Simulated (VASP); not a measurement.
Method: SCAN meta-GGA, VASP's PBE PAW potentials (set 64) (plane waves; VASP 6.6.1).

VASP input:

**POSCAR**
```
LiF
1.0
  0.0000000000   2.0150000000   2.0150000000
  2.0150000000   0.0000000000   2.0150000000
  2.0150000000   2.0150000000   0.0000000000
Li F
1 1
Cartesian
  0.0000000000   0.0000000000   0.0000000000
  2.0150000000   2.0150000000   2.0150000000
```

### INCAR
```
! general
SYSTEM  = LiF
PREC    = Accurate
ENCUT   = 520
LREAL   = .FALSE.
LASPH   = .TRUE.

! electronic loop
EDIFF   = 1E-6
NELM    = 100
ALGO    = Normal
LMIXTAU = .TRUE.

! smearing
ISMEAR  = 0
SIGMA   = 0.05

! functional
METAGGA = SCAN

! ions
IBRION  = 2
NSW     = 60
ISIF    = 3
EDIFFG  = -0.01

! output
LWAVE   = .FALSE.
LCHARG  = .FALSE.
```

KPOINTS:
```
Automatic mesh
0
Gamma
10 10 10
0 0 0
```

POTCAR, in this order: Li_sv F (PBE.64 set). Program: vasp_std.

What VASP printed:

File OSZICAR:
```
       N       E                     dE             d eps       ncg     rms          rms(c)
DAV:   1     0.274991627776E+02    0.27499E+02   -0.57432E+03   871   0.114E+03
DAV:   2    -0.142857512646E+02   -0.41785E+02   -0.41205E+02   914   0.216E+02
DAV:   3    -0.152852951366E+02   -0.99954E+00   -0.99778E+00  1136   0.318E+01
DAV:   4    -0.152936862073E+02   -0.83911E-02   -0.83876E-02  1109   0.288E+00
DAV:   5    -0.152937304289E+02   -0.44222E-04   -0.44221E-04  1170   0.128E-01    0.399E+00
DAV:   6    -0.127638595426E+02    0.25299E+01   -0.59216E-01  1149   0.755E+00    0.182E+00
DAV:   7    -0.132470397707E+02   -0.48318E+00   -0.27594E+00   930   0.148E+01    0.264E+00
DAV:   8    -0.123839781742E+02    0.86306E+00   -0.46019E-01   853   0.638E+00    0.115E+00
DAV:   9    -0.121586429516E+02    0.22534E+00   -0.34911E-01   848   0.613E+00    0.975E-01
DAV:  10    -0.123009436796E+02   -0.14230E+00   -0.17849E-01   846   0.457E+00    0.391E-02
DAV:  11    -0.123102259850E+02   -0.92823E-02   -0.71461E-03   846   0.127E+00    0.492E-02
DAV:  12    -0.123094811365E+02    0.74485E-03   -0.12514E-03   924   0.389E-01    0.604E-02
DAV:  13    -0.123100941382E+02   -0.61300E-03   -0.61766E-04   846   0.322E-01    0.964E-03
DAV:  14    -0.123101857907E+02   -0.91652E-04   -0.68773E-05  1011   0.927E-02    0.279E-03
DAV:  15    -0.123101922002E+02   -0.64095E-05   -0.22886E-06  1097   0.184E-02    0.289E-03
DAV:  16    -0.123101933903E+02   -0.11901E-05   -0.21649E-08   631   0.167E-03    0.293E-03
DAV:  17    -0.123101915212E+02    0.18691E-05   -0.23460E-06  1176   0.153E-02    0.871E-04
DAV:  18    -0.123101934020E+02   -0.18808E-05   -0.29911E-07   868   0.611E-03    0.423E-04
DAV:  19    -0.123101937193E+02   -0.31733E-06   -0.46724E-08   431   0.237E-03
   1 F= -.12310194E+02 E0= -.12310194E+02  d E =-.123102E+02
       N       E                     dE             d eps       ncg     rms          rms(c)
DAV:   1    -0.123839720930E+02   -0.73779E-01   -0.13409E+00   850   0.125E+01    0.206E+00
DAV:   2    -0.123152512798E+02    0.68721E-01   -0.30635E-01   863   0.494E+00    0.443E-01
DAV:   3    -0.123159639378E+02   -0.71266E-03   -0.75629E-03   846   0.126E+00    0.221E-01
DAV:   4    -0.123091595245E+02    0.68044E-02   -0.72521E-03   846   0.121E+00    0.312E-02
DAV:   5    -0.123178809032E+02   -0.87214E-02   -0.39709E-03   846   0.984E-01    0.894E-03
DAV:   6    -0.123181112861E+02   -0.23038E-03   -0.36181E-04   846   0.303E-01    0.602E-03
DAV:   7    -0.123181701212E+02   -0.58835E-04   -0.18986E-05   880   0.659E-02    0.318E-03
DAV:   8    -0.123181733509E+02   -0.32298E-05   -0.24481E-06  1082   0.249E-02    0.149E-03
DAV:   9    -0.123181812811E+02   -0.79301E-05   -0.51621E-07   857   0.137E-02    0.441E-04
DAV:  10    -0.123181801645E+02    0.11166E-05   -0.82243E-08   497   0.480E-03    0.916E-05
DAV:  11    -0.123181824473E+02   -0.22829E-05   -0.27080E-08   423   0.273E-03    0.116E-04
DAV:  12    -0.123181825526E+02   -0.10531E-06   -0.29902E-09   423   0.687E-04
   2 F= -.12318183E+02 E0= -.12318183E+02  d E =-.798883E-02
       N       E                     dE             d eps       ncg     rms          rms(c)
DAV:   1    -0.123534019136E+02   -0.35219E-01   -0.67932E-01   849   0.892E+00    0.146E+00
DAV:   2    -0.123193936639E+02    0.34008E-01   -0.15947E-01   864   0.354E+00    0.316E-01
DAV:   3    -0.123191895247E+02    0.20414E-03   -0.39030E-03   928   0.930E-01    0.152E-01
DAV:   4    -0.123159261392E+02    0.32634E-02   -0.36442E-03   846   0.901E-01    0.252E-02
DAV:   5    -0.123201267658E+02   -0.42006E-02   -0.16814E-03   846   0.648E-01    0.514E-03
DAV:   6    -0.123201779142E+02   -0.51148E-04   -0.14679E-04   859   0.180E-01    0.532E-03
DAV:   7    -0.123202176095E+02   -0.39695E-04   -0.57978E-06   932   0.392E-02    0.341E-03
DAV:   8    -0.123202415675E+02   -0.23958E-04   -0.48423E-06  1003   0.351E-02    0.812E-04
DAV:   9    -0.123202546294E+02   -0.13062E-04   -0.73866E-07   877   0.159E-02    0.299E-04
DAV:  10    -0.123202550256E+02   -0.39616E-06   -0.15870E-07   853   0.745E-03
   3 F= -.12320255E+02 E0= -.12320255E+02  d E =-.100613E-01
```

File OUTCAR:
```
------------------------ aborting loop because EDIFF is reached ----------------------------------------
  FORCE on cell =-STRESS in cart. coord.  units (eV):
  Direction    XX          YY          ZZ          XY          YZ          ZX
  --------------------------------------------------------------------------------------
  Total        0.0112776      0.0112776      0.0112776      0.0000000      0.0000000     -0.0000000
  in kB        1.1573014      1.1573014      1.1573014      0.0000000      0.0000000     -0.0000000
  external PRESSURE =       1.1573014 kB  Pullay stress =       0.0000000 kB
  volume of cell :       15.61
      direct lattice vectors                 reciprocal lattice vectors
     0.000000000  1.983733964  1.983733964    -0.252049927  0.252049927  0.252049927
     1.983733964  0.000000000  1.983733964     0.252049927 -0.252049927  0.252049927
     1.983733964  1.983733964  0.000000000     0.252049927  0.252049927 -0.252049927
  FREE ENERGIE OF THE ION-ELECTRON SYSTEM (eV)
  ---------------------------------------------------
  free  energy   TOTEN  =       -12.3202550256 eV

  energy  without entropy=      -12.3202550256  energy(sigma->0) =      -12.32025503

 reached required accuracy - stopping structural energy minimisation
```
(Selected blocks of OUTCAR.)

**CONTCAR**
```
LiF
   1.00000000000000
     0.0000000000000000    1.9837339640094047    1.9837339640094047
     1.9837339640094047    0.0000000000000000    1.9837339640094047
     1.9837339640094047    1.9837339640094047    0.0000000000000000
  Li              F
     1     1
Direct
     0.0000000000000000    0.0000000000000000    0.0000000000000000
     0.5000000000000000    0.5000000000000000    0.5000000000000000
```

Energy and stress use the plane-wave basis of the starting cell.

The compound is LiF in the rock salt structure. This run relaxes it. Symmetry was kept, so distortions that lower it aren't found.
